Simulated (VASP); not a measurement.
Data:

```
BaTe
1.0
    0.00000     3.61402     3.61402
    3.61402     0.00000     3.61402
    3.61402     3.61402     0.00000
Ba Te
1 1
Direct
  0.00000   0.00000   0.00000
  0.50000   0.50000   0.50000
```

Level of theory: vdW-DF2, VASP's PBE PAW potentials (set 64) (plane waves; VASP). Settings: 520 eV cut-off, 6×6×6 Γ-centred mesh, Gaussian smearing of 0.050 eV, potentials Ba_sv Te.

Unless said otherwise, spin-orbit coupling is left out, though it shifts the bands of the heavy elements here.

### Question
Predict the energy per atom (σ→0), band gap (on the k-mesh) with the smallest direct gap where there is one.

### Answer

| Item | Value |
|---|---|
| band gap (on the k-mesh) | 1.68 eV |
| smallest direct gap (on the k-mesh) | 2.05 eV |
| energy per atom (σ→0) | -2.220 eV/atom |

Total energies compare only between runs with the same potentials, cut-off and functional.

The compound is BaTe in the rock salt structure. It was relaxed first, which changed the volume by +10 %. The start is the result of an earlier pass.
